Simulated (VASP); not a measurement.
```
Se
1.0
    2.22870    -3.86022     0.00000
    2.22870     3.86022     0.00000
    0.00000     0.00000     5.04900
Se
3
Cartesian
  0.50146   0.86855   3.36600
  3.45449   0.00000   0.00000
  0.50146  -0.86855   1.68300
```

The base run (VASP): PBE GGA, plane waves, VASP's PBE PAW potentials (set 64). Settings: 400 eV cut-off, 5×5×4 Γ-centred mesh, Gaussian smearing of 0.050 eV, potentials Se.

One setting is varied; ΔE counts from the base run. The base run took about 9 core-seconds. Times come from single runs on busy shared machines, so they are rough: good to a factor of about 2.

```
setting                              cost over the base run  electronic steps  ΔE (meV/atom)
-----------------------------------  ----------------------  ----------------  -------------
AMIX = 0.6, BMIX = 1.0, IMIX = 4       within a factor of 2                10            0.0
base run                                          reference                12            0.0
AMIX = 0.05, BMIX = 1.0, IMIX = 4      within a factor of 2                13            0.0
AMIX = 0.6, BMIX = 3.0, IMIX = 4       within a factor of 2                13            0.0
AMIX = 0.6, BMIX = 1.0, IMIX = 1       within a factor of 2                14            0.0
AMIX = 1.0, BMIX = 0.0001, IMIX = 1                       ?                 ?            0.0
```

Problem. Fill in the missing entries.

Solution. 
- AMIX = 1.0, BMIX = 0.0001, IMIX = 1, cost over the base run: about 3 times
- AMIX = 1.0, BMIX = 0.0001, IMIX = 1, electronic steps: 43

Left out are runs that failed, have no time on record or changed the cell.

The compound is Se in the trig structure. The cell was not relaxed at this level.
